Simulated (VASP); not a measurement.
VASP ran on this input.

INCAR:
```
ISMEAR = 0   # Gaussian
LCHARG = .FALSE.
LREAL = .FALSE.   # projection in real space or not
ENCUT = 350   # plane-wave cut-off (eV)
ALGO = Normal
SIGMA = 0.01   # width (eV)
EDIFF = 1E-8   # SCF stop (eV)
NELM = 100
LASPH = .TRUE.   # aspherical one-centre terms
GGA = PE   # PBE
SYSTEM = Si
PREC = Normal
LWAVE = .TRUE.
```

### POSCAR
```
Si
1
    0.0000000000     2.6410650000     2.6410650000
    2.6410650000     0.0000000000     2.6410650000
    2.6410650000     2.6410650000     0.0000000000
Si
2
Direct
  0.0000000000   0.0000000000   0.0000000000
  0.2500000000   0.2500000000   0.2500000000
```

**KPOINTS**
```
kpoints
0
Gamma
  4 4 4
0 0 0
```

POTCAR, in this order: Si_GW (PBE.64 set). Program: vasp_std.

Translate this PBE calculation to Ansatz.

One equivalent input (not run):
Ansatz 0.2 input:
```yaml
crystal:
  lattice:
    - [0.0000000, 2.6410650, 2.6410650]
    - [2.6410650, 0.0000000, 2.6410650]
    - [2.6410650, 2.6410650, 0.0000000]
  atoms:
    - { symbol: Si, position: [0.0000000, 0.0000000, 0.0000000] }
    - { symbol: Si, position: [0.2500000, 0.2500000, 0.2500000] }
kpoints:
  mp_grid: { grid: [4, 4, 4] }
hamiltonian:
  xc: pbe
  pseudopotentials: { kind: paw }
scf:
  occupations: { method: gaussian, width: 0.01 }
  max_iter: 100
output: { forces: true, stress: true, eigenvalues: true }
```
The two are equivalent in intent, not identical: each code has its own PAW files, so the cut-off isn't converted (ENCUT is set for VASP's; basis.ecutwfc is left out, and Ansatz then takes the one that its files recommend); Ansatz stops its SCF on the density residual and VASP on the energy change (EDIFF).

The compound is Si in the diamond structure. This cell is one point of a volume scan, at 0.92 of the reference volume. The k-mesh is coarse (spacing up to 0.52 per Å, 2π included), so the numbers may not be converged in it.
